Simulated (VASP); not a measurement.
Consider the following.

```yaml
crystal:
  lattice:
    - [-1.62173, 1.62173, 3.94574]
    - [1.62173, -1.62173, 3.94574]
    - [1.62173, 1.62173, -3.94574]
  atoms:
    - { symbol: Si, position: [0.66495, 0.66495, 0.00000] }
    - { symbol: Si, position: [0.33505, 0.33505, 0.00000] }
    - { symbol: W, position: [0.00000, 0.00000, 0.00000] }
```

Level of theory: optB88-vdW, VASP's PBE PAW potentials (set 64) (plane waves; VASP 6.6.1). Numerical set-up: 520 eV cut-off, 15×15×15 Γ-centred mesh, tetrahedra with Blöchl corrections, potentials Si W_sv.

Unless said otherwise, spin-orbit coupling is left out, though it shifts the bands of the heavy elements here.

### Question
Estimate the energy per atom (σ→0), band gap (on the k-mesh) with the smallest direct gap where there is one.

### Answer

The band gap (on the k-mesh) comes out as none (metal, semimetal or under 0.01 eV) and the energy per atom (σ→0) is -6.180 eV/atom.

The absolute energy has meaning only against runs of the same code, potentials and settings.

The compound is WSi2 in the MoSi2 type structure. It was relaxed first.
